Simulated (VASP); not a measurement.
```
Si
1.0
    0.00000     2.64352     2.64352
    2.64352     0.00000     2.64352
    2.64352     2.64352     0.00000
Si
2
Cartesian
  0.00000   0.00000   0.00000
  1.32176   1.32176   1.32176
```

Computed with r2SCAN meta-GGA, VASP's PBE PAW potentials (set 64) (plane waves; VASP). Run with 500 eV cut-off, 9×9×9 Γ-centred mesh, Gaussian smearing of 0.050 eV, potentials Si.

Energy and stress use the plane-wave basis of the starting cell.

The ions, cell shape and volume at an external pressure of 20.0 GPa are relaxed. Predict the relaxed structure.

```
Si
1.0
    0.00000     2.58703     2.58703
    2.58703     0.00000     2.58703
    2.58703     2.58703     0.00000
Si
2
Direct
  0.00000   0.00000   0.00000
  0.25000   0.25000   0.25000
```
Space group Fd-3m (227), at a tolerance of 0.03 Å.

How do energy and volume change from the first to the last step?

The energy (σ→0) changes by +106.4 meV/atom and the volume by -6.3 %, in 4 ionic steps.

The compound is Si in the diamond structure. This run relaxes it under an external pressure of 20 GPa. Symmetry was kept, so distortions that lower it aren't found.
